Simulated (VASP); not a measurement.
Here is the system:

```yaml
crystal:
  lattice:
    - [-3.02336, 3.02336, 3.02336]
    - [3.02336, -3.02336, 3.02336]
    - [3.02336, 3.02336, -3.02336]
  atoms:
    - { symbol: Cs, position: [0.00000, 0.00000, 0.00000] }
```

Computed with PBE GGA with D3 dispersion (Becke-Johnson damping), VASP's PBE PAW potentials (set 64) (plane waves; VASP). Numerical set-up: 520 eV cut-off, 8×8×8 Γ-centred mesh, first-order Methfessel-Paxton smearing of 0.10 eV, potentials Cs_sv.

Unless said otherwise, spin-orbit coupling is left out, though it shifts the bands of the heavy elements here.

Task: Estimate the energy per atom (σ→0), band gap (on the k-mesh) with the smallest direct gap where there is one.

Result: 
```json
{
  "band gap (on the k-mesh)": "none (metal, semimetal or under 0.01 eV)",
  "energy per atom (σ→0)": "-0.934 eV/atom"
}
```

The absolute energy has meaning only against runs of the same code, potentials and settings.

The compound is Cs in the bcc structure. It was relaxed first. The start is the result of an earlier pass.
